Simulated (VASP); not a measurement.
Consider the following.

```
Ca
1.0
    3.91952     0.00000     0.00000
   -1.95976     3.39440     0.00000
    0.00000     0.00000     6.52581
Ca
2
Cartesian
  0.00000   2.26294   1.63145
  1.95976   1.13147   4.89435
```

Calculation: r2SCAN meta-GGA, VASP's PBE PAW potentials (set 64) (plane waves; VASP). Settings: 400 eV cut-off, 12×12×7 Γ-centred mesh, tetrahedra with Blöchl corrections, potentials Ca_sv.

Predict the energy per atom (σ→0), band gap (over mesh and band path) with the smallest direct gap where there is one.

```yaml
band gap (over mesh and band path): none (metal, semimetal or under 0.01 eV)
energy per atom (σ→0): -7.023 eV/atom
```

Total energies compare only between runs with the same potentials, cut-off and functional.

The structure was generated: Ca was put into the hcp type (P6_3/mmc), which need not be its known phase. It was relaxed first.
